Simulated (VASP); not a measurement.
A cell of ZnO (wurtzite) near equilibrium:

```yaml
crystal:
  lattice:
    - [1.64299, -2.84574, 0.00000]
    - [1.64299, 2.84574, 0.00000]
    - [0.00000, 0.00000, 5.30473]
  atoms:
    - { symbol: Zn, position: [0.66667, 0.33333, 0.50125] }
    - { symbol: Zn, position: [0.33333, 0.66667, 0.00125] }
    - { symbol: O, position: [0.66667, 0.33333, 0.88075] }
    - { symbol: O, position: [0.33333, 0.66667, 0.38075] }
```

The numbers are results of PBE GGA, VASP's PBE PAW potentials (set 64) (plane waves; VASP), not measurements.

```json
[
 {"run": "as it is", "ΔE (meV/atom)": "0.0", "σxx": "0.04", "σyy": "0.04", "σzz": "-0.17", "largest shear component, with its sign (GPa)": "0.00"},
 {"run": "after one change", "ΔE (meV/atom)": "19.5", "σxx": "-8.26", "σyy": "-8.26", "σzz": "-3.45", "largest shear component, with its sign (GPa)": "0.00"}
]
```
Stress is in GPa, positive when the cell is compressed.

Task: Which change was made?
A) biaxial strain of +3.0 % in the xy plane
B) biaxial strain of +2.0 % in the xy plane with the ions relaxed
C) uniaxial strain of -1.5 % along y
D) isotropic strain of -4.0 %

Result: A, biaxial strain of +3.0 % in the xy plane

The compound is ZnO in the wurtzite structure.
